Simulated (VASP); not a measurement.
The cell holds one PtTe2 (1T layered) monolayer, with vacuum along c.

Given:

```yaml
crystal:
  lattice:
    - [3.96595, 0.00000, 0.00000]
    - [-1.98297, 3.43461, 0.00000]
    - [0.00000, 0.00000, 19.03300]
  atoms:
    - { symbol: Te, position: [0.66667, 0.33333, 0.42768] }
    - { symbol: Te, position: [0.33333, 0.66667, 0.57232] }
    - { symbol: Pt, position: [0.00000, 0.00000, 0.50000] }
```

Computed with PBEsol GGA, VASP's PBE PAW potentials (set 64) (plane waves; VASP). Settings: 400 eV cut-off, 12×12×1 Γ-centred mesh, first-order Methfessel-Paxton smearing of 0.10 eV, potentials Te Pt.

| Item | Result |
|---|---|
| energy to cut it from the bulk, per area | 21.0 meV/Å² |

The cell is a sheet with vacuum, built from PtTe2 (1T layered).
